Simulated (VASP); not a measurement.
A VASP calculation is set up with these files.

**POSCAR**
```
Ca
2.6686410
  0.0000000000   1.0000000870   1.0000000870
  1.0000000870   0.0000000000   1.0000000870
  1.0000000870   1.0000000870   0.0000000000
Ca
1
Cart
  1.0000000870   0.0000000000   1.0000000870
```

**INCAR**
```
EDIFF = 1E-7   ! SCF stop (eV)
ISMEAR = 1   ! Methfessel-Paxton
ISIF = 2   ! forces and stress, cell fixed
PREC = Accurate
LWAVE = .FALSE.
ENCUT = 520
LREAL = .FALSE.   ! projection in real space or not
SIGMA = 0.1
SYSTEM = Ca
ALGO = Normal
LCHARG = .FALSE.
LASPH = .TRUE.
NELM = 100
```

KPOINTS:
```
Regular mesh
0
Gamma
12 12 12
0 0 0
```

POTCAR, in this order: Ca_sv (LDA.64 set). Program: vasp_std.

Write an equivalent input for Ansatz.

One equivalent input (not run):
Ansatz 0.2 input:
```yaml
crystal:
  lattice:
    - [0.0000000, 2.6686412, 2.6686412]
    - [2.6686412, 0.0000000, 2.6686412]
    - [2.6686412, 2.6686412, 0.0000000]
  atoms:
    - { symbol: Ca, position: [0.0000000, 1.0000000, 0.0000000] }
kpoints:
  mp_grid: { grid: [12, 12, 12] }
hamiltonian:
  xc: lda
  pseudopotentials: { kind: paw }
scf:
  occupations: { method: methfessel_paxton, width: 0.1 }
  max_iter: 100
output: { forces: true, stress: true, eigenvalues: true }
```
What does not carry over: each code has its own PAW files, so the cut-off isn't converted (ENCUT is set for VASP's; basis.ecutwfc is left out, and Ansatz then takes the one that its files recommend); Ansatz stops its SCF on the density residual and VASP on the energy change (EDIFF); Ansatz's lda is the Perdew-Wang form, while the LDA potentials of VASP carry Perdew-Zunger's.

The compound is Ca in the fcc structure. It was relaxed first, which changed the volume by -12 %.
